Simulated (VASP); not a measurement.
Write the native input for VASP 6.6.1 that does the following.

```
Task                   : relaxation of cell and atoms
Functional             : PBEsol
Potentials or basis    : VASP PAW PBE potentials, release 64 (Al, Pt)
Cutoff                 : 600 eV
k mesh                 : 12 × 12 × 12
Occupations            : fermi-dirac, width 0.15 eV
Spin                   : no spin polarisation
Dipole correction      : no
Further INCAR settings : ALGO = Normal; EDIFF = 1e-07; IBRION = 2; EDIFFG = -0.001; NSW = 80; ISIF = 3
```

The structure of Al2Pt lies in POSCAR:

```
Al2Pt
1.0
    0.0000000000      2.9482572945      2.9482572945
    2.9482572945      0.0000000000      2.9482572945
    2.9482572945      2.9482572945      0.0000000000
Al Pt
2 1
Direct
    0.2500000000      0.2500000000      0.2500000000
    0.7500000000      0.7500000000      0.7500000000
    0.0000000000      0.0000000000      0.0000000000
```

The cell isn't the ideal one: cell and atoms relaxed tightly for response.

These files were run (other wordings do the same):

INCAR

```
SYSTEM = Al2Pt
PREC = Accurate ; ENCUT = 600
EDIFF = 1E-7 ; ISMEAR = -1
SIGMA = 0.15 ; LREAL = .False.
LASPH = .True. ; NELM = 100
ALGO = Normal ; ISIF = 3
LWAVE = .False. ; LCHARG = .False.
GGA = PS ; IBRION = 2
NSW = 80 ; EDIFFG = -0.001
```

KPOINTS

```
Automatic mesh
0
Gamma
  12 12 12
  0 0 0
```

Potentials or basis: VASP PAW PBE potentials, release 64 (Al, Pt).

The run is started by

```sh
$ cat potpaw_PBE.64/Al/POTCAR potpaw_PBE.64/Pt/POTCAR > POTCAR
$ mpirun -np 1 vasp_std > vasp.out
```

Results of the run:

```json
{
 "Relaxed volume": "17.09 Å³/atom",
 "Relaxed cell": "a = 4.170 Å, b = 4.170 Å, c = 4.170 Å, α = 60.00°, β = 60.00°, γ = 60.00°",
 "Space group after relaxing (to 0.05 Å)": "Fm-3m (No. 225)",
 "Energy gained by relaxing": "0.0 meV/atom",
 "Ionic steps": "3",
 "Pressure after relaxing": "0.0 GPa",
 "Band gap on the k mesh": "none (metal or under the smearing width)"
}
```

Caveat: the PAW data sets were made with another functional, which shifts forces and pressure a little.

Run time: 100 s on 1 thread of Intel(R) Xeon(R) Platinum 8488C (Sapphire Rapids), on a shared host, peak memory 0.23 GiB.
